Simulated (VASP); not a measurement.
Data:

```xyz
6
Lattice="4.6030 0.0000 0.0000 0.0000 4.6030 0.0000 0.0000 0.0000 2.9520" Properties=species:S:1:pos:R:3 pbc="T T T"
Ti     0.0000     0.0000     0.0000
Ti     2.3015     2.3015     1.4760
O      1.4005     1.4005     0.0000
O      3.7019     0.9010     1.4760
O      0.9010     3.7019     1.4760
O      3.2025     3.2025     0.0000
```

Level of theory: PBE GGA, VASP's PBE PAW potentials (set 64) (plane waves; VASP). Run with 620 eV cut-off, 5×5×8 Γ-centred mesh, Gaussian smearing of 0.050 eV, potentials Ti_sv O.

Energy and stress use the plane-wave basis of the starting cell.

Question: The ions, cell shape and volume at an external pressure of 10.0 GPa are relaxed. What does this cell relax into?

Answer: 
```xyz
6
Lattice="4.5639 0.0000 0.0000 0.0000 4.5639 0.0000 0.0000 0.0000 2.9404" Properties=species:S:1:pos:R:3 pbc="T T T"
Ti     4.5639     4.5639     0.0000
Ti     2.2820     2.2820     1.4702
O      1.3851     1.3851     0.0000
O      3.6671     0.8968     1.4702
O      0.8968     3.6671     1.4702
O      3.1788     3.1788     2.9404
```
Space group P4_2/mnm (136), at a tolerance of 0.03 Å.

Question: How do energy and volume change from the first to the last step?

Answer: The energy (σ→0) changes by +10.0 meV/atom and the volume by -2.1 %, in 4 ionic steps.

```tsv
step	E(σ→0) (eV)	max force (eV/Å)	pressure (GPa)	volume (Å³)
1	-53.6614	0.018	5.02	62.54
2	-53.4617	0.236	17.78	59.66
3	-53.6052	0.106	10.01	61.33
4	-53.6016	0.004	9.96	61.25
```

The compound is TiO2 in the rutile structure. This run relaxes it under an external pressure of 10 GPa. Symmetry was kept, so distortions that lower it aren't found.
